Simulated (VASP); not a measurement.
A run of VASP 6.6.1 is set up as follows.

File POSCAR:

```
WSe2                                    
1.0
    3.2804836435      0.0000000007      0.0000000000
   -1.6402418705      2.8409821424      0.0000000000
    0.0000000000      0.0000000000     12.7934348696
  W               Se            
     2     4
Direct
     0.6666666699999979    0.3333333300000021    0.7500000000000000
     0.3333333300000021    0.6666666699999979    0.2500000000000000
     0.3333333300000021    0.6666666699999979    0.8818231090403117
     0.6666666699999979    0.3333333300000021    0.3818231090403117
     0.3333333300000021    0.6666666699999979    0.6181768909596883
     0.6666666699999979    0.3333333300000021    0.1181768909596883
```

The input INCAR.step1:

```
PREC = Accurate ; ENCUT = 450
EDIFF = 1E-6 ; ISMEAR = 0
SIGMA = 0.02 ; LREAL = F
LASPH = T ; NELM = 120
ALGO = Normal ; ISIF = 2
LWAVE = F ; LCHARG = T
LMAXMIX = 4 ; NBANDS = 35
KPAR = 4
```

File KPOINTS.step1:

```
Automatic mesh
0
Gamma
  12 12 4
```

INCAR.step2

```
PREC = Accurate ; ENCUT = 450
EDIFF = 1E-6 ; ISMEAR = 0
SIGMA = 0.05 ; LREAL = F
LASPH = T ; NELM = 120
ALGO = Normal ; ISIF = 2
LWAVE = F ; LCHARG = F
LMAXMIX = 4 ; NBANDS = 35
KPAR = 4 ; ICHARG = 11
```

The input KPOINTS.step2:

```
path GMKGALHA,LM,KH
20
line-mode
reciprocal
 0.0000000000  0.0000000000  0.0000000000  G
 0.5000000000  0.0000000000  0.0000000000  M

 0.5000000000  0.0000000000  0.0000000000  M
 0.3333333333  0.3333333333  0.0000000000  K

 0.3333333333  0.3333333333  0.0000000000  K
 0.0000000000  0.0000000000  0.0000000000  G

 0.0000000000  0.0000000000  0.0000000000  G
 0.0000000000  0.0000000000  0.5000000000  A

 0.0000000000  0.0000000000  0.5000000000  A
 0.5000000000  0.0000000000  0.5000000000  L

 0.5000000000  0.0000000000  0.5000000000  L
 0.3333333333  0.3333333333  0.5000000000  H

 0.3333333333  0.3333333333  0.5000000000  H
 0.0000000000  0.0000000000  0.5000000000  A

 0.5000000000  0.0000000000  0.5000000000  L
 0.5000000000  0.0000000000  0.0000000000  M

 0.3333333333  0.3333333333  0.0000000000  K
 0.3333333333  0.3333333333  0.5000000000  H
```

Potentials or basis: VASP PAW LDA potentials, release 64 (W_sv, Se).

Run with:

```bash
$ cat potpaw_LDA.64/W_sv/POTCAR potpaw_LDA.64/Se/POTCAR > POTCAR
$ cp INCAR.step1 INCAR
$ cp KPOINTS.step1 KPOINTS
$ mpirun -np 4 vasp_std > vasp.out
$ cp INCAR.step2 INCAR
$ cp KPOINTS.step2 KPOINTS
$ mpirun -np 4 vasp_std > vasp.out
```

(1) What does it give for the band gap on the k mesh?

(2) What does it give for the band gap along the path?

Results:

(1) 0.83 eV, indirect (least direct gap 1.55 eV).

(2) 0.81 eV, indirect (least direct gap 1.55 eV).

Caveat: the log is that of the step along the path at fixed density, whose energy, stress, charges and moments have no meaning; spin-orbit coupling is left out, which moves the levels of the heavy elements.

**Experimental background.**

“Time-resolved XUV ARPES with tunable 24–33 eV laser pulses at 30 meV resolution”, 2019, pmc:6684652 reports, for a bulk crystal of WSe2: band gap 1.3 eV (indirect).

Against the measured gap of WSe2, 1.3 eV (indirect; “Time-resolved XUV ARPES with tunable 24–33 eV laser pulses at 30 meV resolution”, 2019, pmc:6684652), the calculated 0.81 eV is off by -0.49 eV. Spin-orbit coupling on Se, W is left out. The value is that of LDA, without temperature or zero-point motion. Semilocal functionals fall short of measured gaps as a rule. The cell is a database's relaxed one, not the measured one, which moves gaps too.
